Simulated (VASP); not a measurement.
Output of a VASP run:

OSZICAR:
```
...
DAV:  30    -0.209392822333E+02    0.13118E-01   -0.88894E-04   505   0.310E-01    0.167E-02
DAV:  31    -0.209394208869E+02   -0.13865E-03   -0.14048E-05   380   0.340E-02    0.164E-02
DAV:  32    -0.209373847070E+02    0.20362E-02   -0.51810E-05   340   0.774E-02    0.165E-02
DAV:  33    -0.209405022186E+02   -0.31175E-02   -0.29421E-04   501   0.168E-01    0.172E-02
DAV:  34    -0.209379825209E+02    0.25197E-02   -0.23450E-04   501   0.166E-01    0.236E-02
DAV:  35    -0.209405194303E+02   -0.25369E-02   -0.46228E-05   425   0.799E-02    0.212E-02
DAV:  36    -0.209367225434E+02    0.37969E-02   -0.30928E-05   340   0.648E-02    0.197E-02
DAV:  37    -0.209257458168E+02    0.10977E-01   -0.45902E-04   500   0.256E-01    0.222E-02
DAV:  38    -0.209221224775E+02    0.36233E-02   -0.62715E-05   447   0.977E-02    0.213E-02
DAV:  39    -0.208972045086E+02    0.24918E-01   -0.18089E-03   500   0.489E-01    0.263E-02
DAV:  40    -0.208941313238E+02    0.30732E-02   -0.24277E-05   388   0.564E-02    0.253E-02
DAV:  41    -0.208946704287E+02   -0.53910E-03   -0.27633E-06   250   0.205E-02    0.259E-02
DAV:  42    -0.208907957123E+02    0.38747E-02   -0.16804E-05   343   0.449E-02    0.249E-02
DAV:  43    -0.208799251452E+02    0.10871E-01   -0.48713E-04   500   0.258E-01    0.240E-02
DAV:  44    -0.208783529152E+02    0.15722E-02   -0.16545E-05   366   0.625E-02    0.210E-02
DAV:  45    -0.208774107205E+02    0.94219E-03   -0.25401E-05   340   0.651E-02    0.206E-02
DAV:  46    -0.208638792566E+02    0.13531E-01   -0.10942E-03   524   0.383E-01    0.128E-02
DAV:  47    -0.208576128659E+02    0.62664E-02   -0.19881E-04   501   0.166E-01    0.117E-02
DAV:  48    -0.208562739377E+02    0.13389E-02   -0.34079E-06   340   0.219E-02    0.115E-02
DAV:  49    -0.208495668616E+02    0.67071E-02   -0.28326E-04   500   0.183E-01    0.113E-02
DAV:  50    -0.208482608046E+02    0.13061E-02   -0.87605E-06   349   0.307E-02    0.116E-02
DAV:  51    -0.208422063023E+02    0.60545E-02   -0.69776E-05   342   0.752E-02    0.126E-02
DAV:  52    -0.208385389525E+02    0.36673E-02   -0.14172E-04   500   0.134E-01    0.137E-02
DAV:  53    -0.208387934574E+02   -0.25450E-03   -0.62598E-06   313   0.250E-02    0.134E-02
DAV:  54    -0.208332183521E+02    0.55751E-02   -0.20319E-04   500   0.139E-01    0.132E-02
DAV:  55    -0.208328869709E+02    0.33138E-03   -0.16178E-05   340   0.515E-02    0.121E-02
DAV:  56    -0.208301064631E+02    0.27805E-02   -0.35658E-05   340   0.530E-02    0.118E-02
DAV:  57    -0.208294717156E+02    0.63475E-03   -0.58438E-06   305   0.341E-02    0.115E-02
DAV:  58    -0.208260216076E+02    0.34501E-02   -0.10270E-04   500   0.105E-01    0.135E-02
DAV:  59    -0.208259588395E+02    0.62768E-04   -0.10061E-06   258   0.133E-02    0.138E-02
DAV:  60    -0.208260132039E+02   -0.54364E-04   -0.47868E-07   250   0.745E-03    0.136E-02
DAV:  61    -0.208247895449E+02    0.12237E-02   -0.26320E-05   340   0.655E-02    0.174E-02
DAV:  62    -0.208256892166E+02   -0.89967E-03   -0.13823E-05   340   0.380E-02    0.166E-02
DAV:  63    -0.208225264398E+02    0.31628E-02   -0.66222E-05   340   0.756E-02    0.180E-02
DAV:  64    -0.208221890822E+02    0.33736E-03   -0.57187E-06   261   0.325E-02    0.170E-02
DAV:  65    -0.208208541517E+02    0.13349E-02   -0.15886E-05   340   0.468E-02    0.182E-02
DAV:  66    -0.208378760134E+02   -0.17022E-01   -0.71607E-04   500   0.187E-01    0.133E-02
DAV:  67    -0.208385504533E+02   -0.67444E-03   -0.10801E-05   396   0.399E-02    0.124E-02
DAV:  68    -0.208385540206E+02   -0.35673E-05   -0.18789E-06   253   0.187E-02
   1 F= -.20838554E+02 E0= -.20837289E+02  d E =-.208386E+02
```

File OUTCAR:
```
------------------------ aborting loop because EDIFF is reached ----------------------------------------
  FORCE on cell =-STRESS in cart. coord.  units (eV):
  Direction    XX          YY          ZZ          XY          YZ          ZX
  --------------------------------------------------------------------------------------
  Total       -0.4908719     -0.4908719      0.0179072      0.0000000      0.0000000      0.0000000
  in kB       -1.5859953     -1.5859953      0.0578579      0.0000000      0.0000000      0.0000000
  external PRESSURE =      -1.0380442 kB  Pullay stress =       0.0000000 kB
  volume of cell :      495.88
      direct lattice vectors                 reciprocal lattice vectors
     4.236606116  0.000000000  0.000000000     0.236037992  0.000000000  0.000000000
     0.000000000  4.236606116  0.000000000     0.000000000  0.236037992  0.000000000
     0.000000000  0.000000000 27.627445518     0.000000000  0.000000000  0.036195891
 POSITION                                       TOTAL-FORCE (eV/Angst)
 -----------------------------------------------------------------------------------
      2.11830      0.00000      8.51796         0.000000     -0.000000     -0.028130
      0.00000      2.11830     10.63626         0.000000     -0.000000     -0.003438
      2.11830      0.00000     12.75457         0.000000     -0.000000      0.016914
      0.00000      2.11830     14.87288        -0.000000     -0.000000     -0.016914
      2.11830      0.00000     16.99118         0.000000      0.000000      0.003438
      0.00000      2.11830     19.10949         0.000000      0.000000      0.028130
 -----------------------------------------------------------------------------------
    total drift:                                0.000000      0.000000      0.000000
  FREE ENERGIE OF THE ION-ELECTRON SYSTEM (eV)
  ---------------------------------------------------
  free  energy   TOTEN  =       -20.8385540206 eV

  energy  without entropy=      -20.8347593676  energy(sigma->0) =      -20.83728914

 reached required accuracy - stopping structural energy minimisation
```
(Selected blocks of OUTCAR.)

File POSCAR:
```
Na(100) slab
1
    4.2366061162    -0.0000000000    -0.0000000000
    0.0000000000     4.2366061162    -0.0000000000
    0.0000000000    -0.0000000000    27.6274455181
Na
6
Direct
  0.5000000000   0.0000000000   0.3083150000
  0.0000000000   0.5000000000   0.3849890000
  0.5000000000   0.0000000000   0.4616630000
  0.0000000000   0.5000000000   0.5383370000
  0.5000000000   0.0000000000   0.6150110000
  0.0000000000   0.5000000000   0.6916850000
```

Q: Write an INCAR and KPOINTS that could have produced this output.

A: One answer among several that fit: the input of the run itself, r2SCAN meta-GGA, plane waves, VASP's PBE PAW potentials (set 64).

File KPOINTS:
```
Automatic mesh
0
Gamma
7 7 1
0 0 0
```

INCAR:
```
LWAVE = .True.
IBRION = 2   # conjugate gradients
PREC = Normal
ISIF = 2   # forces and stress, cell fixed
SYSTEM = Na(100) slab
LMIXTAU = .True.
DIPOL = 0.5 0.5 0.5
ISMEAR = 1
LREAL = .False.   # projection in real space or not
METAGGA = R2SCAN
EDIFF = 1E-5   # SCF stop (eV)
NELMIN = 4
NELM = 100   # most electronic steps
LDIPOL = .True.
ENCUT = 400   # plane-wave cut-off (eV)
SIGMA = 0.1   # width (eV)
NSW = 50
LCHARG = .False.
EDIFFG = -0.03   # ionic stop
IDIPOL = 3
LASPH = .True.   # aspherical one-centre terms
ALGO = Normal   # blocked Davidson
```

POTCAR, in this order: Na_pv (PBE.64 set). Program: vasp_std.

The cell is a thin slab with vacuum, built from Na (bcc): (100) face.
